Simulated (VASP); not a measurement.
OSZICAR of a VASP run on TaTe (relaxed from the CsCl type structure, space group Pm-3m):

File OSZICAR:
```
       N       E                     dE             d eps       ncg     rms          rms(c)
DAV:   1     0.805214905946E+02    0.80521E+02   -0.74602E+03  1344   0.105E+03
DAV:   2    -0.132187350087E+02   -0.93740E+02   -0.90719E+02  1612   0.262E+02
DAV:   3    -0.163068701899E+02   -0.30881E+01   -0.29603E+01  1688   0.430E+01
DAV:   4    -0.163625389725E+02   -0.55669E-01   -0.55403E-01  1656   0.546E+00
DAV:   5    -0.163636238309E+02   -0.10849E-02   -0.10843E-02  1676   0.730E-01    0.141E+01
DAV:   6    -0.159417953126E+02    0.42183E+00   -0.10671E+00  1600   0.893E+00    0.688E+00
DAV:   7    -0.158818736211E+02    0.59922E-01   -0.10548E-01  1680   0.289E+00    0.220E+00
DAV:   8    -0.158748855123E+02    0.69881E-02   -0.13705E-02  1604   0.770E-01    0.275E-01
DAV:   9    -0.158747650813E+02    0.12043E-03   -0.56141E-04  1576   0.222E-01    0.148E-01
DAV:  10    -0.158747424850E+02    0.22596E-04   -0.93642E-05  1612   0.985E-02    0.163E-02
DAV:  11    -0.158747420731E+02    0.41190E-06   -0.26167E-06  1504   0.146E-02
   1 F= -.15874742E+02 E0= -.15875470E+02  d E =-.158747E+02
       N       E                     dE             d eps       ncg     rms          rms(c)
DAV:   1    -0.158749510308E+02   -0.20855E-03   -0.72655E-03  1388   0.101E+00    0.127E-01
DAV:   2    -0.158747586396E+02    0.19239E-03   -0.35634E-04  1420   0.196E-01    0.442E-02
DAV:   3    -0.158747190698E+02    0.39570E-04   -0.77171E-05  1624   0.855E-02    0.104E-02
DAV:   4    -0.158747169441E+02    0.21257E-05   -0.90923E-06  1572   0.255E-02    0.870E-03
DAV:   5    -0.158747175726E+02   -0.62850E-06   -0.55051E-07   788   0.791E-03
   2 F= -.15874718E+02 E0= -.15875448E+02  d E =0.245004E-04
       N       E                     dE             d eps       ncg     rms          rms(c)
DAV:   1    -0.158748522446E+02   -0.13530E-03   -0.32579E-03  1384   0.675E-01    0.839E-02
DAV:   2    -0.158747666136E+02    0.85631E-04   -0.15802E-04  1392   0.130E-01    0.293E-02
DAV:   3    -0.158747483141E+02    0.18299E-04   -0.33924E-05  1600   0.566E-02    0.702E-03
DAV:   4    -0.158747466179E+02    0.16963E-05   -0.40555E-06  1468   0.170E-02    0.592E-03
DAV:   5    -0.158747463619E+02    0.25598E-06   -0.24366E-07   700   0.524E-03
   3 F= -.15874746E+02 E0= -.15875475E+02  d E =-.428881E-05
```

Problem. Which electronic solver shows in the log?

Solution. It is blocked Davidson (ALGO = Normal, or the opening steps of other solvers). The INCAR had ALGO = Normal.

Problem. Can the final energy be trusted as converged?

Solution. The calculation finished and met its thresholds. It stopped with EDIFF = 1E-6, NELM = 100, NSW = 60 and EDIFFG = -0.01 after 3 ionic steps (PBEsol GGA, plane waves, VASP's PBE PAW potentials (set 64)).

The structure was generated: TaTe was put into the CsCl type type (Pm-3m), which need not be its known phase. This run relaxes it. Symmetry was kept, so distortions that lower it aren't found. The start is the result of an earlier pass. The electron count is odd and the run is not spin-polarised, which forces a metal.
